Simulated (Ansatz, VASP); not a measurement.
# AlN in two plane-wave programs, part 2 of 2

Aim: how closely do two programs agree when they are given the same cell, functional and k mesh? The cell is taken from a series of runs on this material, whose earlier steps may have relaxed, scaled, displaced or heated it; both programs get it as it stands.

VASP 6.6.1 and Ansatz 0.2.0.

So far: Set-up; VASP: dielectric response, PBE.

### 3. Ansatz: dielectric response, PBE

Level of this step: Ansatz beside VASP: Kohn-Sham DFT, plane waves, PBE (Ansatz).

Ansatz runs on its default PAW (the set named soft_2) files.

The same cell, functional and mesh now go to Ansatz, which takes its cutoff from its data sets.

The input, input.yaml:

```yaml
crystal:
  lattice:
    - [0.0, 2.1839935596, 2.1839935596]
    - [2.1839935596, 0.0, 2.1839935596]
    - [2.1839935596, 2.1839935596, 0.0]
  atoms:
    - { symbol: Al, position: [0.0, 0.0, 0.0] }
    - { symbol: "N", position: [0.25, 0.25, 0.25] }
kpoints:
  mp_grid: { grid: [9, 9, 9] }
scf:
  occupations: { method: fixed }
hamiltonian:
  xc: pbe
  pseudopotentials: { kind: paw }
dielectric: {}
```

The run is started by

```console
ansatz run input.yaml --threads 4 --pin off --max-ram 8192MiB --backend cpu --events-out ev --progress --plain --runs-dir out
```

Numbers of over 12 decimals in the logs are rounded to 6 here.

Log:

```text
Engine: ansatz 0.2.0, x86_64-unknown-linux-gnu
Pseudopotentials: kind: paw
Pseudopotential: Al, paw, valence charge 3, recommended cutoff 420 eV (normal), Al.paw.azcp
Pseudopotential: N, paw, valence charge 5, recommended cutoff 420 eV (normal), N.paw.azcp
Functional definition: PBE
  parameter kappa = 0.804
  parameter beta = 0.066725
  exchange = pbe_x(kappa = kappa, mu = beta*pi^2/3)
  correlation = pbe_c(beta = beta)
Crystal: 2 atoms, lattice volume = 20.835 Å³
Basis set: ecut = 420 eV, 411 PW (Γ), exchange–correlation on 48×48×48 points (8 copies of the dense FFT grid, shifted against one another)
Bands: 8, of which v1, the nominal top of the filled ones, is band 4 counted from 1 (3 counted from 0)
Symmetry: 24 space group operations
k-points: 125 of 729 (irreducible under 4 space group operations, time reversal used)
Non-local potential: Al, projectors of the file, l = 0: 2, l = 1: 2, l = 2: 1
Non-local potential: N, projectors of the file, l = 0: 2, l = 1: 2, l = 2: 1
PAW form: soft (Blöchl's): semilocal exchange-correlation on the pseudo side does not see the compensation charge
PAW one-centre angular grid: Al, 110 points (default); XC on 64 Gauss nodes
PAW one-centre angular grid: N, 110 points (default); XC on 64 Gauss nodes
Initial density: superposition of atomic densities (neutral atoms: chi_scale 0, normalization atom), corrected by the library's trained network
Initial wavefunctions: pseudopotential atomic-orbital guess
Functional: x = pbe(κ = 0.804, μ = 0.219515), c = pbe(β = 0.066725)
SCF iter   1: F=—  HF=-924.203387 eV  |F-HF|=—  |Δ(HF+E_count)|=         —  Δρ=7.09e-4  dr2=3.15e-5  ethr=1.77e-3  ⟨swp⟩=4.7  Hψ=6603  notcnv=0  defer=44
preconditioner: auto → none  [insulator: Δε(μ)=3.511 eV  Ē_g=15.405 eV  n_scr=0 (ndim 8)  ℏωp=23.0 eV  f_vac=0.000  ε∞_Penn≈3.2]
SCF iter   2: F=—  HF=-924.203496 eV  |F-HF|=—  |Δ(HF+E_count)|=   1.09e-4  Δρ=3.40e-4  dr2=7.28e-6  ethr=3.94e-7  ⟨swp⟩=2.0  Hψ=2750  notcnv=0  defer=248
SCF iter   3: F=—  HF=-924.203532 eV  |F-HF|=—  |Δ(HF+E_count)|=   3.65e-5  Δρ=1.56e-4  dr2=3.69e-6  ethr=9.10e-8  ⟨swp⟩=2.0  Hψ=1500  notcnv=0  defer=44
SCF iter   4: F=—  HF=-924.203532 eV  |F-HF|=—  |Δ(HF+E_count)|=   1.75e-7  Δρ=1.65e-5  dr2=1.59e-8  ethr=4.62e-8  ⟨swp⟩=2.6  Hψ=1455  notcnv=0  defer=1
SCF iter   5: F=—  HF=-924.203532 eV  |F-HF|=—  |Δ(HF+E_count)|=   4.03e-7  Δρ=3.57e-6  dr2=7.82e-10  ethr=1.99e-10  ⟨swp⟩=2.1  Hψ=1422  notcnv=0
SCF iter   6: F=-924.203532 eV  HF=-924.203532 eV  |F-HF|=5.34e-12  |Δ(HF+E_count)|=   2.10e-9  Δρ=2.17e-7  dr2=4.05e-12  ethr=1.25e-12  ⟨swp⟩=2.4  Hψ=2471  notcnv=0
SCF 1 converged in 6 iterations: F = -924.203532 eV  dr2 = 4.05e-12
  greatest PAW one-centre occupation: 0.788 electrons in one spin orbital (limit 2), on the N atom at site 1 (counted from 0), in its partial waves of l = 0
NSCF: frozen V_eff on 6 k-points
DFPT response loops at Γ: preconditioner auto → none (the input reference at scf.mixing.eps_inf says where Resta's filter doesn't serve); β = 0.50; Broyden in place of MSR1
── the response to a field inside a basis, on 10×10×10 k-points: an SCF that follows is theirs, and a resumed run solves both again ──
Bands: 5, of which v1, the nominal top of the filled ones, is band 4 counted from 1 (3 counted from 0)
k-points: 110 of 1000 (irreducible under 6 space group operations, time reversal used)
Initial density: handed on by an earlier stage of this run
Initial wavefunctions: pseudopotential atomic-orbital guess (no wavefunctions were taken with the density)
Eigensolver: Dense (110 Hₖ)
SCF iter   1: F=—  HF=-924.206217 eV  |F-HF|=—  |Δ(HF+E_count)|=         —  Δρ=4.72e-4  dr2=6.08e-6  ethr=1.00e-1
preconditioner: auto → none  [insulator: Δε(μ)=3.494 eV  Ē_g=11.401 eV  n_scr=0 (ndim 8)  ℏωp=23.0 eV  f_vac=0.000  ε∞_Penn≈5.1]
SCF iter   2: F=—  HF=-924.206228 eV  |F-HF|=—  |Δ(HF+E_count)|=   1.10e-5  Δρ=2.29e-4  dr2=1.76e-6  ethr=7.60e-8
SCF iter   3: F=—  HF=-924.206232 eV  |F-HF|=—  |Δ(HF+E_count)|=   4.19e-6  Δρ=8.19e-5  dr2=7.50e-7  ethr=2.20e-8
SCF iter   4: F=-924.206232 eV  HF=-924.206232 eV  |F-HF|=4.16e-9  |Δ(HF+E_count)|=   3.72e-8  Δρ=7.87e-6  dr2=3.56e-9  ethr=9.38e-9
SCF 1 converged in 4 iterations: F = -924.206232 eV  dr2 = 3.56e-9
DFPT response loops at Γ: mixed as the last ones told, above
SCF converged after 6 iterations
Free energy (F): -924.203532 eV
Harris-Foulkes:  -924.203532 eV  (|F-HF|=5.34e-12)
Internal energy: -924.203532 eV  (E = F + TS)
E sigma→0 (E₀):  -924.203532 eV
Fermi energy:    6.970704 eV
--- Per-component energies (eV) ---
  E_band       = 15.387929
  E_kinetic    = 159.508556
  E_local      = -222.792906  (includes V_loc(G=0)·N_el)
  E_nonlocal   = 55.524875
  E_hartree    = 77.212349
  E_xc         = -101.852497
  E_vxc        = -107.979032  (∫ρ·V_xc dr)
  E_paw        = -595.200453  (= ΣΔE_a)
  E_vpaw       = -23.298369  (= ΣTr[D̂ρ^β])
  E_aug_tail   = 0.000098  (compensation charges beyond the density's cutoff)
  E_ewald      = -296.603555
  E_smearing   = -0.000000  (= −TS)
  E_closure    = 0.000000  (closes the sum)
  Σ components = -924.203532   (vs F -924.203532, Δ=0.00e0)
--- Band table (eV; the first three rows and the last of 125) ---
  k-point 0: bands = ["-7.9970", "6.9707", "6.9707", "6.9707", "11.1569", "19.5523", "19.5523", "19.5523"]
  k-point 1: bands = ["-7.8170", "6.0016", "6.9082", "6.9082", "11.9428", "19.0826", "19.7036", "19.7036"]
  k-point 2: bands = ["-7.3124", "4.1816", "6.7586", "6.7586", "13.1715", "18.1737", "19.4867", "19.4867"]
  k-point 124: bands = ["-5.7560", "2.5314", "4.1579", "5.8851", "13.9289", "16.8405", "18.4953", "20.0675"]
--- Dielectric response (ions clamped): 3 representative field directions + reference, inside a basis on a mesh of 1000 k-points (Σ response iterations 15) ---
  ε∞ (high-frequency dielectric tensor):
        4.578473     0.000000    -0.000000
        0.000000     4.578473     0.000000
       -0.000000     0.000000     4.578473
  Born effective charges Z* (e; rows j = field, columns β = displacement):
    site 0:
         2.54635    0.00000   -0.00000
         0.00000    2.54635    0.00000
        -0.00000    0.00000    2.54635
    site 1:
        -2.54635   -0.00000    0.00000
        -0.00000   -2.54635   -0.00000
         0.00000   -0.00000   -2.54635
  Z* charge neutrality: 9.308e-4 e pre-enforcement
  solved inside a basis spanned on kpoints, on 10×10×10 k-points, its susceptibility summed on 14×14×14: ε∞ is read to err by 1.2e-2, Z* by 9.0e-3 e (field_mesh: kpoints solves on kpoints); Z* is corrected for what the basis lacks
```

### 4. Comparison

Known differences besides the potentials themselves: fixed occupations in Ansatz, narrow Gaussian smearing in VASP; VASP's response is taken on the typed mesh, Ansatz refines its own for the field response alone; the cutoff is 420 eV in Ansatz and 520 eV in VASP. Total energies have different zeros and are not compared.

The two programs side by side:

| quantity | Ansatz | VASP | difference |
| --- | --- | --- | --- |
| ε∞ xx | 4.58 | 4.58 | -0.05 % |
| ε∞ yy | 4.58 | 4.58 | -0.05 % |
| ε∞ zz | 4.58 | 4.58 | -0.05 % |

### 5. Summary of results

| Property | Result |
| --- | --- |
| difference in ε∞ xx (dielectric response, PBE) | -0.051 % |

**Reading.** The difference in ε∞ xx is -0.051 % (dielectric response, PBE), within the 5 % picked in this series as the mark of a large difference. How closely two codes agree says nothing of how well the functional describes the real material.

[Lines on the potential files, build, host, timing and source positions are cut from VASP's logs without a mark.]

[Logs are printed without paths, hosts, clocks, repeated set-up lines and the standing remarks that a program may print on its own settings, such as how far it seeks lower states.]

[Hosts, paths, dates, database ids (printed as entryN), source tags and the programs' standing remarks are cut or masked in the printed files.]
